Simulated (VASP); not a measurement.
VASP ran on this input.

**INCAR**
```
SYSTEM  =  YVO3
PREC  =  Accurate; ENCUT  =  520; LREAL  =  .FALSE.
LASPH  =  .TRUE.
EDIFF  =  1E-6; NELM  =  100; ALGO  =  Normal
LMAXMIX  =  4
ISMEAR  =  1; SIGMA  =  0.1
GGA  =  PS
MAGMOM  =  2.0 4*0.0
ISPIN  =  2
IBRION  =  2; NSW  =  60; ISIF  =  3
EDIFFG  =  -0.02
LWAVE  =  .FALSE.; LCHARG  =  .FALSE.; LORBIT  =  10
```

File POSCAR:
```
YVO3
1.0
  3.8088689042   0.0000000000   0.0000000000
  0.0000000000   3.8088689042   0.0000000000
  0.0000000000   0.0000000000   3.8576512577
V Y O
1 1 3
direct
  0.5000000000   0.5000000000   0.4141299715
  0.0000000000   0.0000000000   0.0137634673
  0.5000000000   0.5000000000   0.9079043762
  0.5000000000   0.0000000000   0.3851010925
  0.0000000000   0.5000000000   0.3851010925
```

### KPOINTS
```
Automatic mesh
0
Gamma
7 7 7
0 0 0
```

POTCAR, in this order: V_sv Y_sv O (PBE.64 set). Program: vasp_std.

Write an equivalent input for Quantum ESPRESSO's pw.x.

One equivalent input (not run):
```
&CONTROL
  calculation = 'vc-relax'
  pseudo_dir = './pseudo'
  outdir = './out'
  tprnfor = .true.
  tstress = .true.
  nstep = 60
  forc_conv_thr = 0.00078
/
&SYSTEM
  ibrav = 0
  nat = 5
  ntyp = 3
  ecutwfc = 84
  occupations = 'smearing'
  smearing = 'methfessel-paxton'
  degauss = 0.00735
  input_dft = 'pbesol'
  nspin = 2
  starting_magnetization(1) = 0.2
/
&ELECTRONS
  conv_thr = 7.3e-08
  electron_maxstep = 100
/
&IONS
/
&CELL
/
ATOMIC_SPECIES
  V 50.941 V.upf
  Y 88.906 Y.upf
  O 15.999 O.upf
CELL_PARAMETERS angstrom
     3.8088689    0.0000000    0.0000000
     0.0000000    3.8088689   -0.0000000
     0.0000000   -0.0000000    3.8576513
ATOMIC_POSITIONS crystal
  V    0.5000000  0.5000000  0.4141300
  Y    0.0000000  0.0000000  0.0137635
  O    0.5000000  0.5000000  0.9079044
  O    0.5000000  0.0000000  0.3851011
  O    0.0000000  0.5000000  0.3851011
K_POINTS automatic
  7 7 7 0 0 0
```
Limits of the translation: the potentials are each code's own (VASP's PAW set, PseudoDojo norm-conserving files in pw.x), so ENCUT and ecutwfc are chosen apart and not converted; conv_thr bounds pw.x's estimated SCF error, while EDIFF bounds the energy change between steps; starting_magnetization is a fraction of the valence charge and MAGMOM a moment in μB, so they match only roughly; forc_conv_thr acts on force components and is met together with etot_conv_thr.

The structure was generated: YVO3 was put into the tetragonal-perovskite type (P4mm), which need not be its known phase. This run relaxes it. Symmetry was kept, so distortions that lower it aren't found. The start is the result of an earlier pass.
